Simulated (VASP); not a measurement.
Data:

```
PbO
1.0
    4.11888     0.00000     0.00000
    0.00000     4.11888     0.00000
    0.00000     0.00000     6.58887
Pb O
2 2
Direct
  0.50000   0.00000   0.81967
  0.00000   0.50000   0.18033
  0.50000   0.50000   0.00000
  0.00000   0.00000   0.00000
```

All values below come from RPBE GGA, VASP's PBE PAW potentials (set 64) (plane waves; VASP 6.6.1). Run with 520 eV cut-off, 6×6×4 Γ-centred mesh, tetrahedra with Blöchl corrections, potentials Pb_d O.

Without a dispersion term in the relaxation, distances and binding between the weakly bound layers, chains or molecules are unreliable, and so is what depends on them.

**Question.** The job: PbO (litharge), 4 atoms, RPBE, static run, 520 eV, 6×6×4 Γ-centred mesh. Roughly how much core time does it take on a busy server core?

**Answer.** About 40 core-seconds (one run on a shared machine, a rough figure). It had 30 irreducible k-points, 24 bands, up to 3035 plane waves and 19 electronic steps.

The compound is PbO in the litharge structure. It was relaxed first, which changed the volume by +41 %.
